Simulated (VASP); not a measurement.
Output of a VASP run:

OUTCAR:
```
 ion  position               nearest neighbor table
   1  0.000  0.000  0.250-   3 1.42   3 1.42   3 1.42
   2  0.000  0.000  0.750-   4 1.42   4 1.42   4 1.42
   3  0.333  0.667  0.250-   1 1.42   1 1.42   1 1.42
   4  0.667  0.333  0.750-   2 1.42   2 1.42   2 1.42
  LATTYP: Found a hexagonal cell.
 ALAT       =     2.4614328102
 C/A-ratio  =     2.9222656544
 Subroutine PRICEL returns:
 Original cell was already a primitive cell.
 Subroutine GETGRP returns: Found 24 space group operations
The static configuration has the point symmetry D_3d.
 The point group associated with its full space group is D_6h.
The dynamic configuration has the point symmetry D_3d.
 Subroutine INISYM returns: Found 24 space group operations
 Subroutine IBZKPT returns following result:
 Found     24 irreducible k-points:

 Following reciprocal coordinates:
            Coordinates               Weight
  0.000000  0.000000  0.000000      1.000000
  0.111111  0.000000  0.000000      6.000000
  0.222222  0.000000  0.000000      6.000000
  0.333333  0.000000  0.000000      6.000000
  0.444444  0.000000  0.000000      6.000000
  0.111111  0.111111  0.000000      6.000000
  0.222222  0.111111  0.000000     12.000000
  0.333333  0.111111  0.000000     12.000000
  0.444444  0.111111  0.000000      6.000000
  0.222222  0.222222  0.000000      6.000000
  0.333333  0.222222  0.000000     12.000000
  0.333333  0.333333  0.000000      2.000000
  0.000000  0.000000  0.333333      2.000000
  0.111111  0.000000  0.333333     12.000000
  0.222222  0.000000  0.333333     12.000000
  0.333333  0.000000  0.333333     12.000000
  0.444444  0.000000  0.333333     12.000000
  0.111111  0.111111  0.333333     12.000000
  0.222222  0.111111  0.333333     24.000000
  0.333333  0.111111  0.333333     24.000000
  0.444444  0.111111  0.333333     12.000000
  0.222222  0.222222  0.333333     12.000000
  0.333333  0.222222  0.333333     24.000000
  0.333333  0.333333  0.333333      4.000000
   k-points           NKPTS =     24   k-points in BZ     NKDIM =     24   number of bands    NBANDS=     12
   number of dos      NEDOS =    301   number of ions     NIONS =      4
   total plane-waves  NPLWV =  17496
   dimension x,y,z NGX =    18 NGY =   18 NGZ =   54
   dimension x,y,z NGXF=    36 NGYF=   36 NGZF=  108
   ions per type =               4
   PREC   = accura    normal or accurate (medium, high low for compatibility)
   ISTART =      0    job   : 0-new  1-cont  2-samecut
   ICHARG =      2    charge: 1-file 2-atom 10-const
   ISPIN  =      1    spin polarized calculation?
   LNONCOLLINEAR =      F non collinear calculations
   LSORBIT =      F    spin-orbit coupling
   INIWAV =      1    electr: 0-lowe 1-rand  2-diag
   ENCUT  =  520.0 eV  38.22 Ry    6.18 a.u.   4.58  4.58 13.37*2*pi/ulx,y,z
   NELM   =    100;   NELMIN=  2; NELMDL= -5     # of ELM steps
   EDIFF  = 0.1E-05   stopping-criterion for ELM
   LREAL  =      F    real-space projection
   NLSPLINE    = F    spline interpolate recip. space projectors
   LMAXMIX     =    2 max onsite mixed and CHGCAR
   VOSKOWN=      0    Vosko Wilk Nusair interpolation
   EDIFFG = -.2E-01   stopping-criterion for IOM
   NSW    =     60    number of steps for IOM
   NBLOCK =      1;   KBLOCK =     60    inner block; outer block
   IBRION =      2    ionic relax: 0-MD 1-quasi-New 2-CG
   NFREE  =      1    steps in history (QN), initial steepest desc. (CG)
   ISIF   =      3    stress and relaxation
   ISYM   =      2    0-nonsym 1-usesym 2-fastsym
   TEIN   =    0.0    initial temperature
   TEBEG  =    0.0;   TEEND  =   0.0 temperature during run
   SMASS  =  -3.00    Nose mass-parameter (am)
   PSTRESS=    0.0 pullay stress
   NELECT =      16.0000    total number of electrons
   EFERMI =   0.00;   METHOD = LEGACY
   ISMEAR =     0;   SIGMA  =   0.05  broadening in eV -4-tet -1-fermi 0-gaus
   IALGO  =     38    algorithm
   LDIAG  =      T    sub-space diagonalisation (order eigenvalues)
...
```

File OSZICAR:
```
...
DAV:  11    -0.394071437469E+02   -0.10014E-05   -0.41988E-07   460   0.826E-03    0.284E-04
DAV:  12    -0.394071432373E+02    0.50954E-06   -0.12446E-07   372   0.485E-03
   7 F= -.39407143E+02 E0= -.39406580E+02  d E =-.167931E-01
       N       E                     dE             d eps       ncg     rms          rms(c)
DAV:   1    -0.396726396174E+02   -0.26550E+00   -0.10866E+01   576   0.271E+01    0.210E+00
DAV:   2    -0.395017324957E+02    0.17091E+00   -0.25753E-01   588   0.416E+00    0.119E+00
DAV:   3    -0.393908136608E+02    0.11092E+00   -0.30893E-01   664   0.395E+00    0.256E-01
DAV:   4    -0.394152864444E+02   -0.24473E-01   -0.12593E-02   596   0.124E+00    0.169E-01
DAV:   5    -0.394058632484E+02    0.94232E-02   -0.13463E-03   604   0.510E-01    0.610E-02
DAV:   6    -0.394148925591E+02   -0.90293E-02   -0.47268E-03   576   0.838E-01    0.374E-02
DAV:   7    -0.394158029534E+02   -0.91039E-03   -0.47439E-04   648   0.250E-01    0.139E-02
DAV:   8    -0.394157639149E+02    0.39039E-04   -0.29406E-05   632   0.760E-02    0.701E-03
DAV:   9    -0.394158088828E+02   -0.44968E-04   -0.23027E-05   612   0.662E-02    0.487E-03
DAV:  10    -0.394158196285E+02   -0.10746E-04   -0.10615E-05   604   0.412E-02    0.175E-03
DAV:  11    -0.394158221180E+02   -0.24895E-05   -0.14709E-06   572   0.167E-02    0.910E-04
DAV:  12    -0.394158227131E+02   -0.59509E-06   -0.48485E-08   372   0.287E-03
   8 F= -.39415823E+02 E0= -.39415181E+02  d E =-.254726E-01
       N       E                     dE             d eps       ncg     rms          rms(c)
DAV:   1    -0.394076549777E+02    0.81671E-02   -0.28283E-01   612   0.538E+00    0.316E-01
DAV:   2    -0.394024574556E+02    0.51975E-02   -0.67113E-03   676   0.807E-01    0.244E-01
DAV:   3    -0.393976180993E+02    0.48394E-02   -0.90289E-03   632   0.112E+00    0.210E-02
DAV:   4    -0.394062783592E+02   -0.86603E-02   -0.27509E-03   596   0.628E-01    0.278E-02
DAV:   5    -0.394065979387E+02   -0.31958E-03   -0.95963E-05   672   0.123E-01    0.203E-02
DAV:   6    -0.394065018188E+02    0.96120E-04   -0.20756E-05   640   0.523E-02    0.100E-02
DAV:   7    -0.394066030288E+02   -0.10121E-03   -0.17537E-05   608   0.527E-02    0.160E-03
DAV:   8    -0.394066251376E+02   -0.22109E-04   -0.41524E-06   636   0.242E-02    0.215E-03
DAV:   9    -0.394066262579E+02   -0.11202E-05   -0.19216E-07   416   0.557E-03    0.228E-03
DAV:  10    -0.394066261284E+02    0.12950E-06   -0.12159E-07   352   0.471E-03
   9 F= -.39406626E+02 E0= -.39405989E+02  d E =0.919658E-02
       N       E                     dE             d eps       ncg     rms          rms(c)
DAV:   1    -0.394171977426E+02   -0.10571E-01   -0.17760E-01   600   0.429E+00    0.250E-01
DAV:   2    -0.394130920293E+02    0.41057E-02   -0.44074E-03   648   0.686E-01    0.193E-01
DAV:   3    -0.394121303751E+02    0.96165E-03   -0.51946E-03   624   0.836E-01    0.174E-02
DAV:   4    -0.394163137259E+02   -0.41834E-02   -0.13356E-03   600   0.424E-01    0.239E-02
DAV:   5    -0.394164875550E+02   -0.17383E-03   -0.41031E-05   700   0.769E-02    0.204E-02
DAV:   6    -0.394163791607E+02    0.10839E-03   -0.18076E-05   664   0.451E-02    0.883E-03
DAV:   7    -0.394164991971E+02   -0.12004E-03   -0.24119E-05   588   0.611E-02    0.300E-03
DAV:   8    -0.394165182558E+02   -0.19059E-04   -0.31375E-06   616   0.211E-02    0.322E-03
DAV:   9    -0.394165179814E+02    0.27438E-06   -0.12943E-07   412   0.462E-03
  10 F= -.39416518E+02 E0= -.39415877E+02  d E =-.695268E-03
```

OUTCAR:
```
------------------------ aborting loop because EDIFF is reached ----------------------------------------
  FORCE on cell =-STRESS in cart. coord.  units (eV):
  Direction    XX          YY          ZZ          XY          YZ          ZX
  --------------------------------------------------------------------------------------
  Total       -0.0064566     -0.0064566     -0.0574491      0.0000000     -0.0000000     -0.0000000
  in kB       -0.2983129     -0.2983128     -2.6543128      0.0000000     -0.0000000     -0.0000000
  external PRESSURE =      -1.0836462 kB  Pullay stress =       0.0000000 kB
  volume of cell :       34.68
      direct lattice vectors                 reciprocal lattice vectors
     1.228781929 -2.128312241  0.000000000     0.406907026 -0.234927935 -0.000000000
     1.228781929  2.128312241 -0.000000000     0.406907026  0.234927935 -0.000000000
     0.000000000 -0.000000000  6.629815070     0.000000000  0.000000000  0.150833770
 POSITION                                       TOTAL-FORCE (eV/Angst)
 -----------------------------------------------------------------------------------
      0.00000     -0.00000      1.65745         0.000000     -0.000000      0.000000
      0.00000     -0.00000      4.97236        -0.000000      0.000000     -0.000000
      1.22878      0.70944      1.65745         0.000000     -0.000000      0.000000
      1.22878     -0.70944      4.97236        -0.000000      0.000000     -0.000000
 -----------------------------------------------------------------------------------
    total drift:                               -0.000000     -0.000000      0.000000
  FREE ENERGIE OF THE ION-ELECTRON SYSTEM (eV)
  ---------------------------------------------------
  free  energy   TOTEN  =       -39.4165179814 eV

  energy  without entropy=      -39.4152365104  energy(sigma->0) =      -39.41587725

 reached required accuracy - stopping structural energy minimisation
```
(Selected blocks of OUTCAR.)

File POSCAR:
```
C
1
    1.2307166190    -2.1316632198    -0.0000000000
    1.2307166190     2.1316632198     0.0000000000
    0.0000000000     0.0000000000     7.1929605618
C
4
Direct
  0.0000000000   0.0000000000   0.2500000000
  0.0000000000   0.0000000000   0.7500000000
  0.3333330000   0.6666670000   0.2500000000
  0.6666670000   0.3333330000   0.7500000000
```

### Question
Write an INCAR and KPOINTS that could have produced this output.

### Answer
Several could match; the one computed here: the input of the run itself, r2SCAN+rVV10, plane waves, VASP's PBE PAW potentials (set 64).

### INCAR
```
ALGO = Normal
BPARAM = 11.95
CPARAM = 0.0093
EDIFF = 1E-6
EDIFFG = -0.02
ENCUT = 520
IBRION = 2
ISIF = 3
ISMEAR = 0
LASPH = .TRUE.
LCHARG = .FALSE.
LMIXTAU = .TRUE.
LREAL = .FALSE.
LUSE_VDW = .TRUE.
LWAVE = .FALSE.
METAGGA = R2SCAN
NELM = 100
NSW = 60
PREC = Accurate
SIGMA = 0.05
SYSTEM = C
```

File KPOINTS:
```
Automatic mesh
0
Gamma
9 9 3
0 0 0
```

POTCAR, in this order: C (PBE.64 set). Program: vasp_std.

Energy and stress use the plane-wave basis of the starting cell.

The compound is C in the graphite structure. This run relaxes it. Symmetry was kept, so distortions that lower it aren't found. The k-mesh is coarse (spacing up to 0.33 per Å, 2π included), so the numbers may not be converged in it.
